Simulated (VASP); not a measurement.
Computed with PBE GGA, VASP's PBE PAW potentials (set 64) (plane waves; VASP).

VASP input:

File POSCAR:
```
Ga32NP31
1
   11.0671092084     0.0000000000     0.0000000000
    0.0000000000    11.0671092084     0.0000000000
   -0.0000000000    -0.0000000000    11.0671092084
Ga P N
32 31 1
Direct
  0.5000000000   0.0000000000   0.0000000000
  0.7500000000   0.2500000000   0.0000000000
  0.7500000000   0.0000000000   0.2500000000
  0.0000000000   0.0000000000   0.0000000000
  0.2500000000   0.2500000000   0.0000000000
  0.5000000000   0.5000000000   0.0000000000
  0.7500000000   0.7500000000   0.0000000000
  0.2500000000   0.0000000000   0.2500000000
  0.4954900000   0.2536190000   0.2486620000
  0.7495180000   0.5037470000   0.2513050000
  0.5000000000   0.0000000000   0.5000000000
  0.7502460000   0.2476600000   0.4956740000
  0.7500000000   0.0000000000   0.7500000000
  0.0000000000   0.5000000000   0.0000000000
  0.2500000000   0.7500000000   0.0000000000
  0.0000000000   0.2500000000   0.2500000000
  0.2500000000   0.5000000000   0.2500000000
  0.5000000000   0.7500000000   0.2500000000
  0.0000000000   0.0000000000   0.5000000000
  0.2500000000   0.2500000000   0.5000000000
  0.4961940000   0.5008030000   0.5020830000
  0.7500000000   0.7500000000   0.5000000000
  0.2500000000   0.0000000000   0.7500000000
  0.5000000000   0.2500000000   0.7500000000
  0.7500000000   0.5000000000   0.7500000000
  0.0000000000   0.7500000000   0.2500000000
  0.0000000000   0.5000000000   0.5000000000
  0.2500000000   0.7500000000   0.5000000000
  0.0000000000   0.2500000000   0.7500000000
  0.2500000000   0.5000000000   0.7500000000
  0.5000000000   0.7500000000   0.7500000000
  0.0000000000   0.7500000000   0.7500000000
  0.6250000000   0.1250000000   0.1250000000
  0.8750000000   0.3750000000   0.1250000000
  0.8750000000   0.1250000000   0.3750000000
  0.1250000000   0.1250000000   0.1250000000
  0.3750000000   0.3750000000   0.1250000000
  0.6250000000   0.6250000000   0.1250000000
  0.8750000000   0.8750000000   0.1250000000
  0.3750000000   0.1250000000   0.3750000000
  0.8750000000   0.6250000000   0.3750000000
  0.6250000000   0.1250000000   0.6250000000
  0.8750000000   0.3750000000   0.6250000000
  0.8750000000   0.1250000000   0.8750000000
  0.1250000000   0.6250000000   0.1250000000
  0.3750000000   0.8750000000   0.1250000000
  0.1250000000   0.3750000000   0.3750000000
  0.3750000000   0.6250000000   0.3750000000
  0.6250000000   0.8750000000   0.3750000000
  0.1250000000   0.1250000000   0.6250000000
  0.3750000000   0.3750000000   0.6250000000
  0.6250000000   0.6250000000   0.6250000000
  0.8750000000   0.8750000000   0.6250000000
  0.3750000000   0.1250000000   0.8750000000
  0.6250000000   0.3750000000   0.8750000000
  0.8750000000   0.6250000000   0.8750000000
  0.1250000000   0.8750000000   0.3750000000
  0.1250000000   0.6250000000   0.6250000000
  0.3750000000   0.8750000000   0.6250000000
  0.1250000000   0.3750000000   0.8750000000
  0.3750000000   0.6250000000   0.8750000000
  0.6250000000   0.8750000000   0.8750000000
  0.1250000000   0.8750000000   0.8750000000
  0.6289180000   0.3740870000   0.3747110000
```

INCAR:
```
ALGO  =  Fast
EDIFF  =  1E-5
EDIFFG  =  -0.03
ENCUT  =  400
GGA  =  PE
IBRION  =  2
ISIF  =  2
ISMEAR  =  0
ISPIN  =  2
ISYM  =  0
LASPH  =  .TRUE.
LCHARG  =  .FALSE.
LMAXMIX  =  4
LORBIT  =  10
LREAL  =  Auto
LWAVE  =  .TRUE.
MAGMOM  =  64*0.0156
NELECT  =  257.0
NELM  =  100
NELMIN  =  4
NSW  =  60
NUPDOWN  =  1
PREC  =  Normal
SIGMA  =  0.05
SYSTEM  =  Ga32NP31
```

**KPOINTS**
```
Automatic mesh
0
Gamma
1 1 1
0 0 0
```

POTCAR, in this order: Ga P N (PBE.64 set). Program: vasp_gam.

Output

**OSZICAR**
```
...
DAV:   1    -0.284409178852E+03   -0.63263E-02   -0.23043E-01   712   0.901E-01    0.281E-01
RMM:   2    -0.284410636563E+03   -0.14577E-02   -0.31708E-02   650   0.306E-01    0.173E-01
RMM:   3    -0.284410299606E+03    0.33696E-03   -0.44755E-03   664   0.117E-01    0.995E-02
RMM:   4    -0.284410173836E+03    0.12577E-03   -0.17899E-03   649   0.646E-02    0.467E-02
RMM:   5    -0.284410153655E+03    0.20181E-04   -0.40135E-04   657   0.289E-02    0.249E-02
RMM:   6    -0.284410163850E+03   -0.10195E-04   -0.91518E-05   543   0.138E-02    0.173E-02
RMM:   7    -0.284410160412E+03    0.34379E-05   -0.32985E-05   428   0.835E-03
   4 F= -.28441016E+03 E0= -.28441016E+03  d E =-.143674E+01  mag=     1.0000
       N       E                     dE             d eps       ncg     rms          rms(c)
DAV:   1    -0.284595134347E+03   -0.18497E+00   -0.10912E+01   644   0.619E+00    0.173E+00
RMM:   2    -0.284665339985E+03   -0.70206E-01   -0.85931E-01   644   0.194E+00    0.576E-01
RMM:   3    -0.284674208643E+03   -0.88687E-02   -0.14445E-01   669   0.821E-01    0.473E-01
RMM:   4    -0.284672358123E+03    0.18505E-02   -0.20295E-02   656   0.344E-01    0.291E-01
RMM:   5    -0.284671906437E+03    0.45169E-03   -0.47452E-03   655   0.155E-01    0.176E-01
RMM:   6    -0.284671962727E+03   -0.56290E-04   -0.25452E-03   658   0.903E-02    0.619E-02
RMM:   7    -0.284671975232E+03   -0.12505E-04   -0.68818E-04   699   0.455E-02    0.386E-02
RMM:   8    -0.284671972746E+03    0.24860E-05   -0.72027E-04   643   0.360E-02    0.277E-02
RMM:   9    -0.284671939758E+03    0.32987E-04   -0.10890E-04   605   0.205E-02    0.787E-03
RMM:  10    -0.284671938807E+03    0.95162E-06   -0.29865E-05   446   0.941E-03
   5 F= -.28467194E+03 E0= -.28467194E+03  d E =-.261778E+00  mag=     1.0000
       N       E                     dE             d eps       ncg     rms          rms(c)
DAV:   1    -0.284686732872E+03   -0.14793E-01   -0.21909E+00   712   0.277E+00    0.762E-01
RMM:   2    -0.284700765318E+03   -0.14032E-01   -0.17269E-01   644   0.868E-01    0.267E-01
RMM:   3    -0.284702417952E+03   -0.16526E-02   -0.28638E-02   666   0.365E-01    0.208E-01
RMM:   4    -0.284702033934E+03    0.38402E-03   -0.40987E-03   655   0.153E-01    0.121E-01
RMM:   5    -0.284701957868E+03    0.76066E-04   -0.95142E-04   659   0.687E-02    0.733E-02
RMM:   6    -0.284701969321E+03   -0.11453E-04   -0.43391E-04   649   0.383E-02    0.279E-02
RMM:   7    -0.284701972069E+03   -0.27479E-05   -0.12341E-04   611   0.193E-02    0.161E-02
RMM:   8    -0.284701971347E+03    0.72218E-06   -0.10746E-04   603   0.146E-02    0.947E-03
RMM:   9    -0.284701967326E+03    0.40212E-05   -0.15995E-05   398   0.822E-03
   6 F= -.28470197E+03 E0= -.28470197E+03  d E =-.291807E+00  mag=     1.0000
       N       E                     dE             d eps       ncg     rms          rms(c)
DAV:   1    -0.284771022702E+03   -0.69051E-01   -0.36545E+00   644   0.360E+00    0.110E+00
RMM:   2    -0.284790774513E+03   -0.19752E-01   -0.25859E-01   644   0.109E+00    0.295E-01
RMM:   3    -0.284794327219E+03   -0.35527E-02   -0.46993E-02   674   0.467E-01    0.242E-01
RMM:   4    -0.284794142030E+03    0.18519E-03   -0.61342E-03   662   0.188E-01    0.165E-01
RMM:   5    -0.284794058748E+03    0.83282E-04   -0.28123E-03   646   0.102E-01    0.496E-02
RMM:   6    -0.284794057730E+03    0.10176E-05   -0.45129E-04   657   0.483E-02    0.372E-02
RMM:   7    -0.284794034328E+03    0.23402E-04   -0.24424E-04   641   0.265E-02    0.234E-02
RMM:   8    -0.284794043083E+03   -0.87558E-05   -0.75462E-05   585   0.145E-02
   7 F= -.28479404E+03 E0= -.28479404E+03  d E =-.920758E-01  mag=     1.0000
       N       E                     dE             d eps       ncg     rms          rms(c)
DAV:   1    -0.284798375055E+03   -0.43407E-02   -0.45994E-01   712   0.128E+00    0.386E-01
RMM:   2    -0.284800864864E+03   -0.24898E-02   -0.32538E-02   644   0.386E-01    0.106E-01
RMM:   3    -0.284801318047E+03   -0.45318E-03   -0.59378E-03   673   0.167E-01    0.832E-02
RMM:   4    -0.284801299675E+03    0.18373E-04   -0.79401E-04   663   0.676E-02    0.570E-02
RMM:   5    -0.284801290555E+03    0.91199E-05   -0.34385E-04   646   0.362E-02    0.175E-02
RMM:   6    -0.284801290881E+03   -0.32670E-06   -0.56596E-05   558   0.170E-02
   8 F= -.28480129E+03 E0= -.28480129E+03  d E =-.993236E-01  mag=     1.0000
       N       E                     dE             d eps       ncg     rms          rms(c)
DAV:   1    -0.284812240183E+03   -0.10950E-01   -0.45772E-01   662   0.137E+00    0.409E-01
RMM:   2    -0.284814933848E+03   -0.26937E-02   -0.36619E-02   644   0.402E-01    0.123E-01
RMM:   3    -0.284815530321E+03   -0.59647E-03   -0.74547E-03   702   0.169E-01    0.911E-02
RMM:   4    -0.284815429512E+03    0.10081E-03   -0.70396E-04   647   0.637E-02    0.515E-02
RMM:   5    -0.284815431866E+03   -0.23541E-05   -0.51854E-04   644   0.396E-02    0.208E-02
RMM:   6    -0.284815424178E+03    0.76885E-05   -0.61932E-05   567   0.183E-02
   9 F= -.28481542E+03 E0= -.28481542E+03  d E =-.141333E-01  mag=     1.0000
       N       E                     dE             d eps       ncg     rms          rms(c)
DAV:   1    -0.284815693825E+03   -0.26196E-03   -0.69123E-02   728   0.537E-01    0.164E-01
RMM:   2    -0.284816150792E+03   -0.45697E-03   -0.59826E-03   644   0.162E-01    0.487E-02
RMM:   3    -0.284816245948E+03   -0.95155E-04   -0.11749E-03   703   0.678E-02    0.389E-02
RMM:   4    -0.284816229271E+03    0.16677E-04   -0.11418E-04   644   0.256E-02    0.224E-02
RMM:   5    -0.284816229733E+03   -0.46267E-06   -0.89284E-05   617   0.162E-02
  10 F= -.28481623E+03 E0= -.28481623E+03  d E =-.149389E-01  mag=     1.0000
       N       E                     dE             d eps       ncg     rms          rms(c)
DAV:   1    -0.284816269617E+03   -0.40346E-04   -0.30808E-03   712   0.112E-01    0.305E-02
RMM:   2    -0.284816285467E+03   -0.15851E-04   -0.19820E-04   644   0.308E-02    0.936E-03
RMM:   3    -0.284816286862E+03   -0.13951E-05   -0.27784E-05   424   0.121E-02    0.589E-03
RMM:   4    -0.284816286582E+03    0.28030E-06   -0.38307E-06   363   0.457E-03
  11 F= -.28481629E+03 E0= -.28481629E+03  d E =-.149957E-01  mag=     1.0000
       N       E                     dE             d eps       ncg     rms          rms(c)
DAV:   1    -0.284817749595E+03   -0.14627E-02   -0.25630E-01   646   0.928E-01    0.285E-01
RMM:   2    -0.284819198118E+03   -0.14485E-02   -0.17179E-02   644   0.281E-01    0.697E-02
RMM:   3    -0.284819427999E+03   -0.22988E-03   -0.28851E-03   661   0.122E-01    0.620E-02
RMM:   4    -0.284819421661E+03    0.63379E-05   -0.44101E-04   674   0.512E-02    0.475E-02
RMM:   5    -0.284819407961E+03    0.13700E-04   -0.19134E-04   643   0.262E-02    0.113E-02
RMM:   6    -0.284819409378E+03   -0.14170E-05   -0.32473E-05   471   0.128E-02
  12 F= -.28481941E+03 E0= -.28481941E+03  d E =-.312280E-02  mag=     1.0000
       N       E                     dE             d eps       ncg     rms          rms(c)
DAV:   1    -0.284819406975E+03    0.98605E-06   -0.12500E-04   664   0.227E-02    0.792E-03
RMM:   2    -0.284819408590E+03   -0.16151E-05   -0.18035E-05   379   0.864E-03    0.527E-03
RMM:   3    -0.284819408887E+03   -0.29642E-06   -0.30997E-06   351   0.387E-03    0.478E-03
RMM:   4    -0.284819408854E+03    0.33024E-07   -0.24760E-07   142   0.178E-03
  13 F= -.28481941E+03 E0= -.28481941E+03  d E =-.312227E-02  mag=     1.0000
       N       E                     dE             d eps       ncg     rms          rms(c)
DAV:   1    -0.284820074296E+03   -0.66541E-03   -0.26604E-02   712   0.313E-01    0.103E-01
RMM:   2    -0.284820223477E+03   -0.14918E-03   -0.21158E-03   644   0.960E-02    0.295E-02
RMM:   3    -0.284820260959E+03   -0.37482E-04   -0.46838E-04   702   0.418E-02    0.240E-02
RMM:   4    -0.284820256101E+03    0.48579E-05   -0.43749E-05   516   0.157E-02
  14 F= -.28482026E+03 E0= -.28482026E+03  d E =-.847248E-03  mag=     1.0000
```

### OUTCAR
```
------------------------ aborting loop because EDIFF is reached ----------------------------------------
  FORCE on cell =-STRESS in cart. coord.  units (eV):
  Direction    XX          YY          ZZ          XY          YZ          ZX
  --------------------------------------------------------------------------------------
  Total        3.2919355      3.2865020      3.2819940     -0.0081464     -0.0309215      0.0285769
  in kB        3.8909828      3.8845606      3.8792322     -0.0096288     -0.0365484      0.0337772
  external PRESSURE =       3.8849252 kB  Pullay stress =       0.0000000 kB
  volume of cell :     1355.51
      direct lattice vectors                 reciprocal lattice vectors
    11.067109208  0.000000000  0.000000000     0.090357832  0.000000000  0.000000000
     0.000000000 11.067109208  0.000000000     0.000000000  0.090357832  0.000000000
     0.000000000  0.000000000 11.067109208     0.000000000  0.000000000  0.090357832
  FREE ENERGIE OF THE ION-ELECTRON SYSTEM (eV)
  ---------------------------------------------------
  free  energy   TOTEN  =      -284.8202561014 eV

  energy  without entropy=     -284.8202561014  energy(sigma->0) =     -284.82025610

 total charge

# of ion       s       p       d       tot
------------------------------------------
    1        1.060   1.197   0.151   2.409
    2        1.051   1.228   0.157   2.436
    3        1.051   1.228   0.157   2.436
    4        1.051   1.218   0.155   2.424
    5        1.060   1.197   0.151   2.408
    6        1.051   1.229   0.157   2.437
    7        1.060   1.196   0.151   2.408
    8        1.060   1.196   0.151   2.408
    9        1.042   1.107   0.168   2.317
   10        1.042   1.107   0.168   2.318
   11        1.051   1.228   0.157   2.436
   12        1.042   1.106   0.168   2.317
   13        1.060   1.197   0.151   2.409
   14        1.060   1.197   0.151   2.408
   15        1.051   1.216   0.154   2.421
   16        1.051   1.228   0.157   2.436
   17        1.051   1.228   0.157   2.436
   18        1.051   1.229   0.157   2.437
   19        1.060   1.196   0.151   2.408
   20        1.051   1.228   0.157   2.436
   21        1.042   1.106   0.168   2.316
   22        1.051   1.229   0.157   2.437
   23        1.051   1.217   0.154   2.422
   24        1.051   1.229   0.157   2.437
   25        1.051   1.229   0.157   2.437
   26        1.060   1.196   0.151   2.407
   27        1.051   1.228   0.157   2.436
   28        1.060   1.197   0.151   2.408
   29        1.060   1.197   0.151   2.408
   30        1.060   1.196   0.151   2.408
   31        1.060   1.197   0.151   2.408
   32        1.051   1.217   0.154   2.422
   33        1.018   1.514   0.000   2.532
   34        1.018   1.514   0.000   2.532
   35        1.018   1.513   0.000   2.532
   36        1.016   1.522   0.000   2.538
   37        1.018   1.513   0.000   2.531
   38        1.018   1.513   0.000   2.531
   39        1.016   1.522   0.000   2.538
   40        1.018   1.513   0.000   2.531
   41        1.018   1.513   0.000   2.531
   42        1.018   1.513   0.000   2.532
   43        1.018   1.513   0.000   2.531
   44        1.016   1.523   0.000   2.539
   45        1.016   1.522   0.000   2.538
   46        1.016   1.522   0.000   2.538
   47        1.013   1.522   0.000   2.536
   48        1.018   1.513   0.000   2.532
   49        1.013   1.522   0.000   2.536
   50        1.016   1.522   0.000   2.538
   51        1.018   1.513   0.000   2.531
   52        1.018   1.513   0.000   2.532
   53        1.016   1.522   0.000   2.538
   54        1.016   1.522   0.000   2.538
   55        1.013   1.523   0.000   2.536
   56        1.016   1.522   0.000   2.539
   57        1.034   1.498   0.000   2.532
   58        1.016   1.522   0.000   2.538
   59        1.016   1.522   0.000   2.538
   60        1.034   1.498   0.000   2.532
   61        1.016   1.522   0.000   2.538
   62        1.034   1.498   0.000   2.532
   63        1.013   1.525   0.000   2.539
   64        1.289   2.279   0.000   3.569
--------------------------------------------------
tot         66.567  87.686   4.989 159.242

 magnetization (x)

# of ion       s       p       d       tot
------------------------------------------
    1        0.017   0.003   0.000   0.020
    2       -0.000  -0.001   0.000  -0.001
    3       -0.000  -0.001   0.000  -0.001
    4        0.002   0.000  -0.000   0.002
    5        0.017   0.003   0.000   0.020
    6       -0.000  -0.001   0.000  -0.001
    7        0.017   0.003   0.000   0.020
    8        0.017   0.003   0.000   0.020
    9        0.029   0.009   0.002   0.041
   10        0.029   0.009   0.002   0.041
   11       -0.000  -0.001   0.000  -0.001
   12        0.029   0.009   0.002   0.041
   13        0.017   0.003   0.000   0.020
   14        0.017   0.003   0.000   0.020
   15        0.002   0.000  -0.000   0.002
   16       -0.000  -0.001   0.000  -0.001
   17       -0.000  -0.001   0.000  -0.001
...
```
(Selected blocks of OUTCAR.)

CONTCAR:
```
Ga32NP31
   1.00000000000000
    11.0671092083999998    0.0000000000000000    0.0000000000000000
     0.0000000000000000   11.0671092083999998    0.0000000000000000
     0.0000000000000000    0.0000000000000000   11.0671092083999998
  Ga              P               N
    32    31     1
Direct
     0.5009912557587205    0.0024066022303125    0.0023561625425368
     0.7499132661115664    0.2501417154802407    0.0018392822010900
     0.7498677486155575    0.0016790893745833    0.2497347555393857
     0.9998040628294759    0.0001828691195986    0.0000508163789024
     0.2520669864689954    0.2510105451908588    0.0018222514399657
     0.5000042494591194    0.5001887206320517    0.0017278543115556
     0.7490171445783520    0.7478356978998487    0.0017780873938560
     0.2520503717266593    0.0022407742132732    0.2509592214346822
     0.5160758755337885    0.2667184231060225    0.2660989470150484
     0.7336624147453920    0.4839895433385258    0.2663672029721500
     0.5000558502739044    0.0018804199197170    0.4998998994155922
     0.7335757827817433    0.2662949844382103    0.4832880376533777
     0.7490189397694721    0.0022543729630705    0.7479315161738161
     0.9975382926942193    0.4990216978917043    0.0022754425356463
     0.2503196941553239    0.7497738620969956    0.0001830067895075
     0.9983449296685036    0.2500233597240512    0.2497758540477845
     0.2512619152800579    0.5001779059405709    0.2499388335886382
     0.4999276831727403    0.7485292654138164    0.2500584816084497
     0.9976214062638212    0.0022710781376081    0.4989404731184080
     0.2513618582984412    0.2499628306056084    0.4999975186178577
     0.5160814184458697    0.4839131482955801    0.4838452581392972
     0.7499313906198420    0.7485635353276751    0.5001506425613610
     0.2503083959295627    0.0001560764408601    0.7496553236470426
     0.5001354217466429    0.2500585297341452    0.7483445079204232
     0.7498994718514851    0.4997960944668694    0.7482273519852232
     0.9977748918857083    0.7481708229195684    0.2509824416849858
     0.9981995080935302    0.4999637015234249    0.5000115188642724
     0.2521240956040670    0.7478658200440639    0.4990119039023824
     0.9976966082672261    0.2508523807012926    0.7478898926356299
     0.2520375397238644    0.4989400906102324    0.7479340134972445
     0.5010185007815914    0.7480639231300074    0.7478842238132829
     0.9997898959168452    0.7496472584515897    0.7497063044198975
     0.6239132064806291    0.1301794469183363    0.1300635375268656
     0.8699081078831968    0.3760705715776052    0.1301054924277752
     0.8699848955460210    0.1299436156806458    0.3756271194416473
     0.1253866578085996    0.1254959337720886    0.1252207741459161
     0.3796839369163224    0.3744401188514406    0.1297548184104376
     0.6258618609056952    0.6202661915164692    0.1299558954031104
     0.8744078356708298    0.8746825419085575    0.1252007553781692
     0.3798850904296585    0.1301614336768317    0.3740562450931381
     0.8700387566403067    0.6202724734132388    0.3742567690990595
     0.6259246958595575    0.1300691116512357    0.6199657738026476
     0.8698874635118167    0.3739858572785253    0.6199043579472260
     0.8744557025129287    0.1254989009655302    0.8748030200893153
     0.1244265708165807    0.6246981177662927    0.1254551030631382
     0.3754749773920418    0.8754506856217875    0.1255418322348214
     0.1248821339751603    0.3750042694445301    0.3749315039707665
     0.3798314307514040    0.6201169707540635    0.3758389640599315
     0.6250092608829143    0.8750645289307746    0.3749695928717759
     0.1245191773364641    0.1254604572926762    0.6245379108492540
     0.3798328528806379    0.3757258918266010    0.6201234795868059
     0.6240770671107182    0.6201504463039075    0.6201276283820301
     0.8744417965314445    0.8754485474986025    0.6245797931469276
     0.3755655584915486    0.1255147252454918    0.8752597374180119
     0.6249785828402399    0.3750164875039981    0.8750854784507228
     0.8744271787904835    0.6243680871046293    0.8751558177578526
     0.1250042679250520    0.8751243517897310    0.3750510378791476
     0.1254421097877476    0.6244004267478508    0.6245594604184154
     0.3755140285580943    0.8746801325583935    0.6243657852337360
     0.1246830287358699    0.3749707689549845    0.8749708965509204
     0.3755370122893057    0.6245723008803984    0.8744868749386480
     0.6249994865568819    0.8753041538523121    0.8749905466929658
     0.1250693694521045    0.8749266452519525    0.8749129915055235
     0.6248350316776520    0.3752766680985417    0.3749089783740059
```

At this cut-off the stress carries a Pulay error, which pulls relaxed volumes low. The cell is charged, with a uniform compensating background. The supercell is sampled at Γ alone, which is coarse: total energies, pressure and levels can be off, energies of defects by several tenths of an eV.

The cell is a supercell with a defect, built from GaP (zinc blende): N_P, charge -1.
